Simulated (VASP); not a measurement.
Input:

```
CELL_PARAMETERS angstrom
      3.06548     0.00000     0.20144
      0.00000     4.50982     0.00000
     -1.12116     0.00000     4.91215
ATOMIC_POSITIONS crystal
  Hf 0.91703 0.25000 0.21946
  Hf 0.08297 0.75000 0.78054
  Ir 0.55609 0.25000 0.69154
  Ir 0.44391 0.75000 0.30846
```

All values below come from PBEsol GGA, VASP's PBE PAW potentials (set 64) (plane waves; VASP). Numerical set-up: 400 eV cut-off, 11×8×7 Γ-centred mesh, tetrahedra with Blöchl corrections, potentials Hf_pv Ir.

The cores are frozen, which limits the accuracy of field gradients.

Give the principal components of the electric field gradient (V/Å²) and the asymmetry η at each nucleus.

| atom | Vxx | Vyy | Vzz | η |
|---|---|---|---|---|
| Hf1 | -70.1 | -8.5 | 78.6 | 0.78 |
| Hf2 | -70.1 | -8.5 | 78.6 | 0.78 |
| Ir3 | -67.9 | -10.6 | 78.5 | 0.73 |
| Ir4 | -67.9 | -10.6 | 78.5 | 0.73 |

The structure comes from a computed database's HfIr entry (P2_1/m); how it stands against other phases isn't given here. It was relaxed first.
